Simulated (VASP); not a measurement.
Consider the following.

```yaml
crystal:
  lattice:
    - [5.66425, 0.00000, 0.00000]
    - [0.00000, 7.90781, 0.00000]
    - [0.00000, 0.00000, 5.54862]
  atoms:
    - { symbol: La, position: [0.95538, 0.25000, 0.01146] }
    - { symbol: La, position: [0.04462, 0.75000, 0.98854] }
    - { symbol: La, position: [0.54462, 0.75000, 0.51146] }
    - { symbol: La, position: [0.45538, 0.25000, 0.48854] }
    - { symbol: Sc, position: [0.50000, 0.00000, 0.00000] }
    - { symbol: Sc, position: [0.00000, 0.00000, 0.50000] }
    - { symbol: Sc, position: [0.00000, 0.50000, 0.50000] }
    - { symbol: Sc, position: [0.50000, 0.50000, 0.00000] }
    - { symbol: O, position: [0.53377, 0.25000, 0.89948] }
    - { symbol: O, position: [0.46623, 0.75000, 0.10052] }
    - { symbol: O, position: [0.96623, 0.75000, 0.39948] }
    - { symbol: O, position: [0.03377, 0.25000, 0.60052] }
    - { symbol: O, position: [0.29628, 0.94648, 0.70362] }
    - { symbol: O, position: [0.70372, 0.05352, 0.29638] }
    - { symbol: O, position: [0.20372, 0.05352, 0.20362] }
    - { symbol: O, position: [0.79628, 0.94648, 0.79638] }
    - { symbol: O, position: [0.79628, 0.55352, 0.79638] }
    - { symbol: O, position: [0.20372, 0.44648, 0.20362] }
    - { symbol: O, position: [0.70372, 0.44648, 0.29638] }
    - { symbol: O, position: [0.29628, 0.55352, 0.70362] }
```

Computed with PBE GGA, VASP's PBE PAW potentials (set 64) (plane waves; VASP). Run with LREAL = Auto, 400 eV cut-off, 4×3×4 Γ-centred mesh, Gaussian smearing of 0.010 eV, potentials La Sc_sv O.

At this cut-off the stress carries a Pulay error, which pulls relaxed volumes low.

Q: What does the run give for the energy per atom (σ→0), pressure, band gap (on the k-mesh) with the smallest direct gap where there is one?

A: 
```json
{
 "band gap (on the k-mesh)": "4.09 eV",
 "smallest direct gap (on the k-mesh)": "4.09 eV",
 "energy per atom (σ→0)": "-8692 meV/atom",
 "pressure": "11.99 GPa"
}
```

Total energies compare only between runs with the same potentials, cut-off and functional.

The structure comes from a computed database's LaScO3 entry; how it stands against other phases isn't given here. The cell was not relaxed at this level.
